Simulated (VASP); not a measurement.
Consider the following.

```xyz
2
Lattice="1.4367 -2.4884 0.0000 1.4367 2.4884 0.0000 0.0000 0.0000 2.7974" Properties=species:S:1:pos:R:3 pbc="T T T"
W      0.0000     0.0000     0.0000
C      1.4367     0.8295     1.3987
```

Calculation: r2SCAN meta-GGA, VASP's PBE PAW potentials (set 64) (plane waves; VASP 6.6.1). Run with 600 eV cut-off, 14×14×12 Γ-centred mesh, first-order Methfessel-Paxton smearing of 0.10 eV, potentials W_sv C.

Unless said otherwise, spin-orbit coupling is left out, though it shifts the bands of the heavy elements here.

**Question.** What does the run give for the energy per atom (σ→0), pressure, band gap (on the k-mesh) with the smallest direct gap where there is one?

**Answer.** 
The band gap (on the k-mesh) comes out as none (metal, semimetal or under 0.01 eV) and the energy per atom (σ→0) is -2969.7 kJ/mol-atom. The pressure comes out as 20.19 GPa.

The compound is WC in the wc structure. This cell was strained or had an atom moved on purpose.
